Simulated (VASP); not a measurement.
An input for Quantum ESPRESSO's pw.x (written as the equivalent of a VASP run, and not itself run):

```
&CONTROL
  calculation = 'vc-relax'
  pseudo_dir = './pseudo'
  outdir = './out'
  tprnfor = .true.
  tstress = .true.
  nstep = 60
  forc_conv_thr = 0.00039
/
&SYSTEM
  ibrav = 0
  nat = 2
  ntyp = 2
  ecutwfc = 84
  occupations = 'smearing'
  smearing = 'gaussian'
  degauss = 0.003675
  input_dft = 'pbesol'
/
&ELECTRONS
  conv_thr = 7.3e-08
  electron_maxstep = 100
/
&IONS
/
&CELL
/
ATOMIC_SPECIES
  Ga 69.723 Ga.upf
  As 74.922 As.upf
CELL_PARAMETERS angstrom
     0.0000000    2.8250000    2.8250000
     2.8250000    0.0000000    2.8250000
     2.8250000    2.8250000    0.0000000
ATOMIC_POSITIONS crystal
  Ga   0.0000000  0.0000000  0.0000000
  As   0.7500000  0.7500000  0.7500000
K_POINTS automatic
  7 7 7 0 0 0
```

Task: Write the VASP files for the same calculation (PBEsol).

Result: One answer among several that fit: 
INCAR:
```
ALGO = Normal
EDIFF = 1E-6
EDIFFG = -0.01
ENCUT = 480
GGA = PS
IBRION = 2
ISIF = 3
ISMEAR = 0
LASPH = .True.
LCHARG = .False.
LMAXMIX = 4
LREAL = .False.
LWAVE = .False.
NELM = 100
NSW = 60
PREC = Accurate
SIGMA = 0.05
SYSTEM = GaAs
```

KPOINTS:
```
Automatic mesh
0
gamma
 7 7 7
0 0 0
```

### POSCAR
```
GaAs
1
    0.0000000000     2.8250000000     2.8250000000
    2.8250000000     0.0000000000     2.8250000000
    2.8250000000     2.8250000000     0.0000000000
Ga As
1 1
Direct
  0.0000000000   0.0000000000   0.0000000000
  0.7500000000   0.7500000000   0.7500000000
```

POTCAR, in this order: Ga_d As (PBE.64 set). Program: vasp_std.

The two are equivalent in intent, not identical: the potentials are each code's own (VASP's PAW set, PseudoDojo norm-conserving files in pw.x), so ENCUT and ecutwfc are chosen apart and not converted; conv_thr bounds pw.x's estimated SCF error, while EDIFF bounds the energy change between steps; forc_conv_thr acts on force components and is met together with etot_conv_thr.

The compound is GaAs in the zinc blende structure. This run relaxes it. Symmetry was kept, so distortions that lower it aren't found.
